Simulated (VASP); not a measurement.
A run of VASP 6.6.1 is set up as follows.

File POSCAR:

```
CsLiCr2Te2S3
1.0
    3.4216200000     -5.1806900000      0.0078400000
    3.4216200000      5.1806900000      0.0078400000
   -2.9041100000      0.0000000000      7.4309300000
Cs Li Cr Te S
1 1 2 2 3
Direct
    0.0937400000      0.0937400000      0.0085300000
    0.5887500000      0.5887500000      0.5533600000
    0.0564600000      0.4675500000      0.5579000000
    0.4675500000      0.0564600000      0.5579000000
    0.5648600000      0.8735700000      0.2903500000
    0.8735700000      0.5648600000      0.2903500000
    0.8115100000      0.3969700000      0.7334700000
    0.3969700000      0.8115100000      0.7334700000
    0.2140400000      0.2140400000      0.4837100000
```

INCAR.step1

```
ALGO = Normal
EDIFF = 1E-5
ENCUT = 520
GGA = PE
ISIF = 2
ISMEAR = -1
ISPIN = 2
LASPH = True
LCHARG = False
LMAXMIX = 4
LREAL = False
LWAVE = True
MAGMOM = 0 0 3 3 0 0 0 0 0
NBANDS = 47
NELM = 150
PREC = Accurate
SIGMA = 0.05
```

File INCAR.step2:

```
ALGO = Normal
EDIFF = 1E-7
ENCUT = 520
GGA = PE
HFSCREEN = 0.2
ISIF = 2
ISMEAR = 0
ISPIN = 2
ISTART = 1
LASPH = True
LCHARG = False
LHFCALC = True
LMAXMIX = 4
LORBIT = 10
LREAL = False
LWAVE = False
MAGMOM = 0 0 3 3 0 0 0 0 0
NBANDS = 47
NEDOS = 2001
NELM = 150
PREC = Accurate
PRECFOCK = Fast
SIGMA = 0.05
```

KPOINTS

```
k-points
0
Gamma
  3 3 2
```

Potentials or basis: VASP PAW PBE potentials, release 64 (Cs_sv, Li_sv, Cr_pv, Te, S).

Command:

```console
$ cat potpaw_PBE.64/Cs_sv/POTCAR potpaw_PBE.64/Li_sv/POTCAR potpaw_PBE.64/Cr_pv/POTCAR potpaw_PBE.64/Te/POTCAR potpaw_PBE.64/S/POTCAR > POTCAR
$ cp INCAR.step1 INCAR
$ mpirun -np 8 vasp_std > vasp.out
$ cp INCAR.step2 INCAR
$ mpirun -np 8 vasp_std > vasp.out
```

Estimate the band gap on the k mesh.

none (metal or under the smearing width).

Predict the largest force.

0.256 eV/Å.

Predict the site moments.

Cs -0.01; Li +0.00; Cr +2.84; Te -0.43; S -0.17 μB.

States per cell in windows of 0.5 eV (zero at the Fermi level; states under -8 eV left out):
```tsv
from (eV)	up	down	Cr3_d_up	Cr4_d_up	Cr3_d_down	Cr4_d_down	S9_p_down	S7_p_down
-8.0	0.00	0.00	0.00	0.00	0.00	0.00	0.00	0.00
-7.5	0.00	0.00	0.00	0.00	0.00	0.00	0.00	0.00
-7.0	0.00	0.00	0.00	0.00	0.00	0.00	0.00	0.00
-6.5	0.00	0.00	0.00	0.00	0.00	0.00	0.00	0.00
-6.0	1.06	0.15	0.15	0.15	0.00	0.00	0.03	0.01
-5.5	1.65	0.85	0.32	0.32	0.02	0.02	0.22	0.04
-5.0	2.19	1.24	0.48	0.48	0.03	0.03	0.13	0.14
-4.5	2.49	2.36	0.40	0.40	0.09	0.09	0.21	0.27
-4.0	2.03	2.42	0.35	0.35	0.13	0.13	0.15	0.30
-3.5	1.49	2.19	0.37	0.37	0.13	0.13	0.24	0.24
-3.0	2.08	1.33	0.44	0.44	0.05	0.05	0.09	0.14
-2.5	2.03	1.28	0.38	0.38	0.05	0.05	0.07	0.07
-2.0	1.09	1.19	0.16	0.16	0.05	0.05	0.11	0.04
-1.5	0.94	0.67	0.13	0.13	0.02	0.02	0.03	0.01
-1.0	0.95	0.46	0.13	0.13	0.02	0.02	0.02	0.00
-0.5	0.95	0.87	0.08	0.08	0.04	0.04	0.02	0.01
0.0	1.39	0.00	0.23	0.23	0.00	0.00	0.00	0.00
0.5	0.55	0.00	0.10	0.10	0.00	0.00	0.00	0.00
1.0	1.55	0.00	0.30	0.30	0.00	0.00	0.00	0.00
1.5	1.58	0.00	0.29	0.29	0.00	0.00	0.00	0.00
2.0	0.93	2.01	0.15	0.15	0.63	0.63	0.01	0.01
2.5	0.06	2.49	0.01	0.01	0.77	0.77	0.01	0.02
3.0	0.00	1.56	0.00	0.00	0.48	0.48	0.02	0.03
3.5	0.06	2.72	0.00	0.00	0.86	0.86	0.06	0.03
4.0	0.31	1.24	0.01	0.01	0.39	0.39	0.02	0.03
4.5	0.84	0.59	0.01	0.01	0.06	0.06	0.01	0.01
5.0	1.65	1.39	0.02	0.02	0.08	0.08	0.02	0.01
5.5	1.61	2.01	0.02	0.02	0.09	0.09	0.01	0.01
6.0	1.99	2.35	0.02	0.02	0.08	0.08	0.02	0.02
6.5	0.55	0.65	0.00	0.00	0.02	0.02	0.00	0.01
7.0	0.00	0.00	0.00	0.00	0.00	0.00	0.00	0.00
7.5	0.00	0.00	0.00	0.00	0.00	0.00	0.00	0.00
```

Caveat: the k mesh is coarse (spacing up to 0.42 Å⁻¹), so the values aren't converged, least of all with exact exchange; the PAW data sets were made with another functional, which shifts forces and pressure a little; only a ferromagnetic start was run, and an antiferromagnetic order may lie lower in energy. Spin-orbit coupling is left out, which matters for the levels of Cs, Te.
